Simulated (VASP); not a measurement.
Crystal: LuNi2B2C.

```
Lu Ni B C
1.0
    -1.73301    1.73301    5.27319
     1.73301   -1.73301    5.27319
     1.73301    1.73301   -5.27319
Lu Ni B C
1 2 2 1
Direct
  0.00000 0.00000 0.00000
  0.75000 0.25000 0.50000
  0.25000 0.75000 0.50000
  0.35902 0.35902 0.00000
  0.64098 0.64098 0.00000
  0.50000 0.50000 0.00000
```

The cell is a database's computed one.

- Program: VASP 6.6.1
- Task: relaxation of cell and atoms
- Functional: PBEsol
- Potentials or basis: VASP PAW PBE potentials, release 64 (Lu, Ni, B, C)
- Cutoff: 600 eV
- k mesh: 14 × 14 × 14
- Occupations: gaussian, width 0.1 eV
- Spin: no spin polarisation

At the start: pressure -5.1 GPa; volume 10.56 Å³/atom.

How do energy, volume and symmetry change on relaxing?

Over 7 steps the energy falls by 5.6 meV/atom and the volume is 10.26 Å³/atom (-2.8 %); space group I4/mmm (No. 139, to 0.05 Å).

The path:
```
step  energy change (eV)  largest force (eV/Å)  pressure (GPa)  volume (Å³)
   1              0.0000                0.3224           -5.08        63.35
   2             -0.0155                0.0626            4.47        60.33
   3             -0.0334                0.1117            0.22        61.57
   4             -0.0335                0.0760           -0.21        61.65
   5             -0.0337                0.0114           -0.04        61.62
   6             -0.0338                0.0059           -0.02        61.60
   7             -0.0339                0.0033            0.02        61.58
```

Final structure:
```xyz
6
Lattice="-1.7152 1.7152 5.2334 1.7152 -1.7152 5.2334 1.7152 1.7152 -5.2334" Properties=species:S:1:pos:R:3 pbc="T T T"
Lu    0.0000    0.0000    0.0000
Ni    0.0000    1.7152    2.6167
Ni    1.7152    0.0000    2.6167
B     0.0000    0.0000    3.7437
B     0.0000    0.0000    6.7231
C     0.0000    0.0000    5.2334
```

Caveat: the PAW data sets were made with another functional, which shifts forces and pressure a little.
